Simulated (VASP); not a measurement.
# GaReSi (P4/nmm) in VASP: further runs, part 2 of 2

VASP 6.6.1. The steps go on from the part before.

## 3. Single point, LDA

The input, INCAR:

```
SYSTEM = GaReSi
  ALGO = Fast
  EDIFF = 1E-6
  ENCUT = 520
  GGA = CA
  ISIF = 2
  ISMEAR = 0
  LASPH = .True.
  LCHARG = .False.
  LREAL = .False.
  LWAVE = .False.
  NBANDS = 33
  NELM = 100
  PREC = Accurate
  SIGMA = 0.01
```

The input, KPOINTS:

```
k-points
0
Gamma
  12 12 6
  0 0 0
```

The input, POSCAR:

```
GaReSi
1.0
    3.1609375304      0.0000000000      0.0000000000
    0.0000000000      3.1609375304      0.0000000000
    0.0000000000      0.0000000000      7.9650262274
Ga Si Re
2 2 2
Direct
    0.5000000000      0.0000000000      0.9151535397
    0.0000000000      0.5000000000      0.0848464603
    0.0000000000      0.5000000000      0.4147092235
    0.5000000000      0.0000000000      0.5852907765
    0.0000000000      0.5000000000      0.7309915745
    0.5000000000      0.0000000000      0.2690084255
```

Potentials or basis: VASP PAW LDA potentials, release 64 (Ga_d, Si, Re).

Command:

```console
> cat potpaw_LDA.64/Ga_d/POTCAR potpaw_LDA.64/Si/POTCAR potpaw_LDA.64/Re/POTCAR > POTCAR
> mpirun -np 1 vasp_std > vasp.out
```

OUTCAR:

```text
SYSTEM = GaReSi
   EDIFF = 1E-6
   ENCUT = 520
   GGA = CA
   ISIF = 2
   ISMEAR = 0
   LASPH = .True.
   LREAL = .False.
   NELM = 100
   PREC = Accurate

 ion  position               nearest neighbor table
   1  0.500  0.000  0.915-   2 2.61   2 2.61   2 2.61   2 2.61   4 2.63   5 2.67   5 2.67   5 2.67
                             5 2.67   6 2.82
   2  0.000  0.500  0.085-   1 2.61   1 2.61   1 2.61   1 2.61   3 2.63   6 2.67   6 2.67   6 2.67
                             6 2.67   5 2.82
   3  0.000  0.500  0.415-   6 2.52   6 2.52   6 2.52   6 2.52   5 2.52   4 2.62   4 2.62   4 2.62
                             4 2.62   2 2.63
   4  0.500  0.000  0.585-   5 2.52   5 2.52   5 2.52   5 2.52   6 2.52   3 2.62   3 2.62   3 2.62
                             3 2.62   1 2.63
   5  0.000  0.500  0.731-   4 2.52   4 2.52   4 2.52   4 2.52   3 2.52   1 2.67   1 2.67   1 2.67
                             1 2.67   2 2.82
   6  0.500  0.000  0.269-   3 2.52   3 2.52   3 2.52   3 2.52   4 2.52   2 2.67   2 2.67   2 2.67
                             2 2.67   1 2.82

  LATTYP: Found a simple tetragonal cell.
 ALAT       =     3.1609375304
 C/A-ratio  =     2.5198303196

  Lattice vectors:

 A1 = (   3.1609375304,   0.0000000000,   0.0000000000)
 A2 = (   0.0000000000,   3.1609375304,   0.0000000000)
 A3 = (   0.0000000000,   0.0000000000,   7.9650262274)

Analysis of symmetry for initial positions (statically):
=====================================================================
 Subroutine PRICEL returns:
 Original cell was already a primitive cell.

 Routine SETGRP: Setting up the symmetry group for a
 simple tetragonal supercell.

 Subroutine GETGRP returns: Found 16 space group operations
 (whereof  8 operations were pure point group operations)
 out of a pool of 16 trial point group operations.

The static configuration has the point symmetry D_2d.
 The point group associated with its full space group is D_4h.

Analysis of symmetry for dynamics (positions and initial velocities):
=====================================================================
 Subroutine PRICEL returns:
 Original cell was already a primitive cell.

 Routine SETGRP: Setting up the symmetry group for a
 simple tetragonal supercell.

 Subroutine GETGRP returns: Found 16 space group operations
 (whereof  8 operations were pure point group operations)
 out of a pool of 16 trial point group operations.

The dynamic configuration has the point symmetry D_2d.
 The point group associated with its full space group is D_4h.

 Subroutine INISYM returns: Found 16 space group operations
 (whereof  8 operations are pure point group operations),
 and found     1 'primitive' translations

----------------------------------------------------------------------------------------

                                     Primitive cell

  volume of cell :      79.5828

  direct lattice vectors                    reciprocal lattice vectors
     3.160937530  0.000000000  0.000000000     0.316361836  0.000000000  0.000000000
     0.000000000  3.160937530  0.000000000     0.000000000  0.316361836  0.000000000
     0.000000000  0.000000000  7.965026227     0.000000000  0.000000000  0.125548865

  length of vectors
[... 51 lines left out ...]
  0.333333  0.000000  0.000000      4.000000
  0.416667  0.000000  0.000000      4.000000
[... 16 lines left out ...]
  0.333333  0.333333  0.000000      4.000000
  0.416667  0.333333  0.000000      8.000000
 [... further k-points ...]
   k-points           NKPTS =    112   k-points in BZ     NKDIM =    112   number of bands    NBANDS=     33
   number of dos      NEDOS =    301   number of ions     NIONS =      6
   total plane-waves  NPLWV =  34560
   dimension x,y,z NGX =    24 NGY =   24 NGZ =   60
   dimension x,y,z NGXF=    48 NGYF=   48 NGZF=  120
   ions per type =               2   2   2
   NGX,Y,Z   is equivalent  to a cutoff of  12.62, 12.62, 12.52 a.u.
   NGXF,Y,Z  is equivalent  to a cutoff of  25.25, 25.25, 25.05 a.u.
 SYSTEM =  GaReSi
   PREC   = accura    normal or accurate (medium, high low for compatibility)
   ISTART =      0    job   : 0-new  1-cont  2-samecut
   ICHARG =      2    charge: 1-file 2-atom 10-const
   ISPIN  =      1    spin polarized calculation?
   LNONCOLLINEAR =      F non collinear calculations
   LSORBIT =      F    spin-orbit coupling
   LASPH  =      T    aspherical Exc in radial PAW
   ENCUT  =  520.0 eV  38.22 Ry    6.18 a.u.   5.88  5.88 14.81*2*pi/ulx,y,z
   NELM   =    100;   NELMIN=  2; NELMDL= -5     # of ELM steps
   EDIFF  = 0.1E-05   stopping-criterion for ELM
   LREAL  =      F    real-space projection
   EDIFFG = 0.1E-04   stopping-criterion for IOM
   NSW    =      0    number of steps for IOM
   IBRION =     -1    ionic relax: 0-MD 1-quasi-New 2-CG
   NFREE  =      0    steps in history (QN), initial steepest desc. (CG)
   ISIF   =      2    stress and relaxation
   ISYM   =      2    0-nonsym 1-usesym 2-fastsym
   POTIM  = 0.5000    time-step for ionic-motion
   TEBEG  =    0.0;   TEEND  =   0.0 temperature during run
   PSTRESS=    0.0 pullay stress
   NELECT =      48.0000    total number of electrons
   NUPDOWN=      -1.0000    fix difference up-down
   EMIN   =  10.00;   EMAX   =-10.00  energy-range for DOS
   EFERMI =   0.00;   METHOD = LEGACY
   ISMEAR =     0;   SIGMA  =   0.01  broadening in eV -4-tet -1-fermi 0-gaus
   EFERMI_NEDOS =   21; number of points for ismear=-14 and -15
   IALGO  =     68    algorithm
   IMIX   =      4    mixing-type and parameters
     AMIX     =   0.40;   BMIX     =  1.00
     AMIX_MAG =   1.60;   BMIX_MAG =  1.00
  volume/ion in A,a.u.               =      13.26        89.51
  Fermi-wavevector in a.u.,A,eV,Ry     =   1.383191  2.613852 26.030911  1.913218
  Thomas-Fermi vector in A             =   2.507812
   LORBIT       =      0    0 simple, 1 ext, 2 COOP (PROOUT), +10 PAW based schemes
   GGA     = CA    functional components
   LHFCALC =     F    Hartree Fock is set to
   AEXX    =    0.0000 exact exchange contribution
   IVDW    =     0    specifies the selected vdW correction
   LEPSILON=     F    determine dielectric tensor
   LRPA    =     F    only Hartree local field effects (RPA)
 non-spin polarized calculation
 RMM-DIIS sequential band-by-band and
 Gauss-broadening in eV      SIGMA  =   0.01
  energy-cutoff  :      520.00
  volume of cell :       79.58
 maximum number of plane-waves:      2168
 NGX is ok and might be reduce to    24
   NGX = 11   NGY = 11   NGZ = 29

 number of electron      47.9999982 magnetization

 Free energy of the ion-electron system (eV)
  ---------------------------------------------------
  ext. energy  EPLUGINS =         0.00000000
  ---------------------------------------------------
  free energy    TOTEN  =       -48.94203497 eV

  energy without entropy =      -48.94203497  energy(sigma->0) =      -48.94203497

 E-fermi :   9.7894     XC(G=0): -13.1109

 val. band max:        9.7456375601   @ k =   0.0000   0.0000   0.5000
 cond. band min:       9.9174329337   @ k =   0.2500   0.0000   0.0000
 fundamental gap:      0.1717953736
 Fermi energy:         9.7893536319

 k-point     1 :       0.0000    0.0000    0.0000
  band No.  band energies     occupation
      1      -5.6353      2.00000
      2      -5.5440      2.00000
      3      -5.4828      2.00000
      4      -5.4190      2.00000
      5      -5.4190      2.00000
      6      -5.2691      2.00000
[... 853 lines left out ...]
     32      14.5736      0.00000
     33      15.4288      0.00000

 [... further k-points ...]

------------------------ aborting loop because EDIFF is reached ----------------------------------------

  FORCE on cell =-STRESS in cart. coord.  units (eV):
  Direction    XX          YY          ZZ          XY          YZ          ZX
  --------------------------------------------------------------------------------------
  -------------------------------------------------------------------------------------
  Total        0.5603571      0.5603571      0.6266658      0.0000000      0.0000000      0.0000000
  in kB       11.2812302     11.2812302     12.6161702      0.0000000      0.0000000      0.0000000
  external PRESSURE =      11.7262102 kB  Pullay stress =       0.0000000 kB

 VOLUME and BASIS-vectors are now :
 -----------------------------------------------------------------------------
  energy-cutoff  :      520.00
  volume of cell :       79.58
      direct lattice vectors                 reciprocal lattice vectors
     3.160937530  0.000000000  0.000000000     0.316361836  0.000000000  0.000000000
     0.000000000  3.160937530  0.000000000     0.000000000  0.316361836  0.000000000
     0.000000000  0.000000000  7.965026227     0.000000000  0.000000000  0.125548865

 POSITION                                       TOTAL-FORCE (eV/Angst)
 -----------------------------------------------------------------------------------
      1.58047      0.00000      7.28922        -0.000000     -0.000000      0.018225
      0.00000      1.58047      0.67580         0.000000      0.000000     -0.018225
      0.00000      1.58047      3.30317         0.000000     -0.000000      0.030432
      1.58047      0.00000      4.66186         0.000000      0.000000     -0.030432
      0.00000      1.58047      5.82237        -0.000000     -0.000000      0.039452
      1.58047      0.00000      2.14266         0.000000     -0.000000     -0.039452
 -----------------------------------------------------------------------------------
    total drift:                                0.000000      0.000000      0.000000

  FREE ENERGIE OF THE ION-ELECTRON SYSTEM (eV)
  ---------------------------------------------------
  free  energy   TOTEN  =       -48.9420349651 eV

  energy  without entropy=      -48.9420349651  energy(sigma->0) =      -48.94203497
```

Run time: 7.7 min. Hardware: 1 thread of Intel Xeon Platinum 8259CL at 2.50GHz (Skylake/Cascade Lake), shared host; peak memory 0.36 GiB.

Results:

| Quantity | Value |
| --- | --- |
| Free energy | -48.9420 eV |
| Pressure | 1.2 GPa |
| Largest force | 0.039 eV/Å |
| Band gap on the k mesh | 0.17 eV, indirect (least direct gap 0.86 eV) |

Forces in eV/Å, atoms in the order of the input:
```
Ga   0.000  0.000  0.018
Ga   0.000  0.000 -0.018
Si   0.000  0.000  0.030
Si   0.000  0.000 -0.030
Re   0.000  0.000  0.039
Re   0.000  0.000 -0.039
```

Levels at points of the mesh, in eV from the valence-band top:
```
           k point  band 20  band 21  band 22  band 23  band 24  band 25  band 26  band 27  band 28  band 29
(0.00, 0.00, 0.00)    -2.21    -0.97    -0.97    -0.11     0.00     0.86     0.86     3.46     4.22     4.51
(0.50, 0.00, 0.00)    -2.84    -2.46    -2.46    -0.90    -0.90     1.56     1.56     3.07     3.07     4.85
(0.50, 0.50, 0.00)    -3.41    -3.36    -3.36    -0.87    -0.87     1.82     1.82     2.40     2.41     3.67
(0.00, 0.00, 0.50)    -2.07    -1.50    -1.50    -0.11     0.00     1.90     2.43     2.43     2.62     2.62
(0.50, 0.00, 0.50)    -3.00    -2.87    -2.87    -0.83    -0.83     1.72     1.72     3.81     3.81     4.75
(0.50, 0.50, 0.50)    -2.49    -1.76    -1.76    -1.56    -1.56     0.56     0.56     1.82     1.82     3.39
```

Caveat: spin-orbit coupling is left out, which moves the levels of the heavy elements. A k mesh can miss the band edges.
